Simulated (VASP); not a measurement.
Energy against volume of CsPbCl$_{3}$ (cubic perovskite). Level of theory: PBE GGA with D3 dispersion (zero damping), VASP's PBE PAW potentials (set 64) (plane waves; VASP). Numerical set-up: 520 eV cut-off, 4×4×4 Γ-centred mesh, Gaussian smearing of 0.050 eV, potentials Cs_sv Pb_d Cl.

| V (Å³/atom) | E (eV/atom) |
|---|---|
| 34.510 | -3.69701 |
| 35.611 | -3.70697 |
| 36.712 | -3.71051 |
| 37.814 | -3.70862 |

### Question
Fit these four points and predict the energy of the run at 38.915 Å³/atom.

### Answer
A cubic in V^(−2/3), the third-order Birch-Murnaghan form, passes through the four points with V0 = 36.85 Å³/atom and B0 = 26 GPa, and gives -3.7021 eV/atom there. The run gave -3.7021 eV/atom, +0.0 meV/atom from the fit; all five points give B0 = 26 GPa.

The compound is CsPbCl3 in the cubic perovskite structure, the ideal cubic form; the compound distorts at low or room temperature. It was relaxed first.
